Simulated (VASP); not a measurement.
Method: PBEsol GGA, VASP's PBE PAW potentials (set 64) (plane waves; VASP 6.6.1).

VASP ran on this input.

POSCAR:
```
YN
3.4333660
  0.0000000000   0.7071067476   0.7071067476
  0.7071067476   0.0000000000   0.7071067476
  0.7071067476   0.7071067476   0.0000000000
Y N
1 1
Cart
  0.0000000000   0.0000000000   0.0000000000
  0.7071067476   0.7071067476   0.7071067476
```

File KPOINTS:
```
K-points
0
Gamma
11 11 11
0 0 0
```

### INCAR
```
SYSTEM = YN
PREC = Accurate; ENCUT = 520; LREAL = .FALSE.
LASPH = .TRUE.
EDIFF = 1E-7; NELM = 100; ALGO = Normal
LMAXMIX = 4
ISMEAR = -5
GGA = PS
ISIF = 2
LWAVE = .FALSE.; LCHARG = .TRUE.; LORBIT = 11
NEDOS = 601
```

POTCAR, in this order: Y_sv N (PBE.64 set). Program: vasp_std.

**Question.** What does the run give for the energy per atom (σ→0)?

**Answer.** 
```json
{
  "energy per atom (σ→0)": "-9.565 eV/atom"
}
```

### OSZICAR
```
...
DAV:  10    -0.191308257905E+02   -0.45309E-04   -0.61073E-04  1644   0.259E-01    0.658E-01
DAV:  11    -0.191309149571E+02   -0.89167E-04   -0.83937E-04  1536   0.312E-01    0.754E-02
DAV:  12    -0.191309120720E+02    0.28851E-05   -0.63286E-05  1584   0.789E-02    0.113E-01
DAV:  13    -0.191309117863E+02    0.28567E-06   -0.43827E-06  1848   0.196E-02    0.352E-02
DAV:  14    -0.191309113809E+02    0.40542E-06   -0.77921E-07  1596   0.866E-03    0.141E-02
DAV:  15    -0.191309111338E+02    0.24707E-06   -0.36796E-07  1544   0.610E-03    0.105E-03
DAV:  16    -0.191309111159E+02    0.17920E-07   -0.75687E-09   744   0.973E-04
   1 F= -.19130911E+02 E0= -.19130911E+02  d E =0.000000E+00
```

The compound is YN in the rock salt structure. It was relaxed first.
